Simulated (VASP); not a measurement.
# LaBi: single point with LDA

LaBi:

```xyz
2
Lattice="0.0000 3.2825 3.2825 3.2825 0.0000 3.2825 3.2825 3.2825 0.0000" Properties=species:S:1:pos:R:3 pbc="T T T"
La    0.0000    0.0000    0.0000
Bi    3.2825    3.2825    3.2325
```

```yaml
Program: VASP 6.6.1
Task: single point
Functional: LDA
Potentials_or_basis: VASP PAW LDA potentials, release 64 (La, Bi_d)
Cutoff: 520 eV
k_mesh: 6 × 6 × 6
Occupations: fermi-dirac, width 0.1 eV
Spin: no spin polarisation
```

- Pressure: -1.5 GPa
- Largest force: 0.170 eV/Å
- Band gap on the k mesh: none (metal or under the smearing width)

Forces in eV/Å, atoms in the order of the input:
```
La   0.000  0.000 -0.170
Bi   0.000  0.000  0.170
```

Stress tensor (GPa, compression positive):
```
-1.53  0.00  0.00
 0.00 -1.53  0.00
 0.00  0.00 -1.39
```

Levels at points of the mesh, in eV from the Fermi level:
```
           k point  band 11  band 12  band 13  band 14  band 15  band 16
(0.00, 0.00, 0.00)     0.22     0.22     0.22     1.22     1.23     1.23
(0.50, 0.00, 0.00)    -3.29    -1.64    -1.64     1.60     1.78     1.78
(0.50, 0.50, 0.00)    -1.56    -0.27    -0.27    -0.24     1.81     1.84
(0.00, 0.50, 0.50)    -1.57    -0.39    -0.27    -0.13     1.81     1.85
```

It took 19 s on 1 thread of Intel(R) Xeon(R) 6975P-C (Granite Rapids) (shared host), peak memory 0.2 GiB.

Caveat: spin-orbit coupling is left out, which moves the levels of the heavy elements.
